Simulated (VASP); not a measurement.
Consider the following.

```yaml
crystal:
  lattice:
    - [0.00000, 2.99247, 2.99247]
    - [2.99247, 0.00000, 2.99247]
    - [2.99247, 2.99247, 0.00000]
  atoms:
    - { symbol: Hf, position: [0.00000, 0.00000, 0.00000] }
    - { symbol: Si, position: [0.25000, 0.25000, 0.25000] }
```

Level of theory: PBEsol GGA, VASP's PBE PAW potentials (set 64) (plane waves; VASP 6.6.1). Run with 400 eV cut-off, Gaussian smearing of 0.050 eV, potentials Hf_pv Si.

Unless said otherwise, spin-orbit coupling is left out, though it shifts the bands of the heavy elements here.

### Question
What does the run give for the band gap (along the path) with the smallest direct gap where there is one?

### Answer

| Property | Result |
|---|---|
| band gap (along the path) | none (metal, semimetal or under 0.01 eV) |

Total energies compare only between runs with the same potentials, cut-off and functional.

The structure was generated: HfSi was put into the zinc blende type (F-43m), which need not be its known phase. It was relaxed first, which changed the volume by -26 %.
